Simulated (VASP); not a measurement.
Consider the following.

```yaml
crystal:
  lattice:
    - [4.29707, 0.00000, 0.00000]
    - [0.00000, 4.29707, 0.00000]
    - [0.00000, 0.00000, 4.29707]
  atoms:
    - { symbol: Ba, position: [0.00000, 0.00000, 0.00000] }
    - { symbol: Zr, position: [0.50000, 0.50000, 0.50000] }
    - { symbol: O, position: [0.50000, 0.00000, 0.50000] }
    - { symbol: O, position: [0.00000, 0.50000, 0.50000] }
    - { symbol: O, position: [0.50000, 0.50000, 0.00000] }
```

These are vdW-DF2, VASP's PBE PAW potentials (set 64) (plane waves; VASP 6.6.1) values and carry that method's errors. Run with 520 eV cut-off, 5×5×5 Γ-centred mesh, Gaussian smearing of 0.050 eV, potentials Ba_sv Zr_sv O.

**Question.** Predict the energy per atom (σ→0).

**Answer.** 
The energy per atom (σ→0) is -6.459 eV/atom.

The absolute energy has meaning only against runs of the same code, potentials and settings.

The compound is BaZrO3 in the cubic perovskite structure. It was relaxed first, which changed the volume by +8 %.
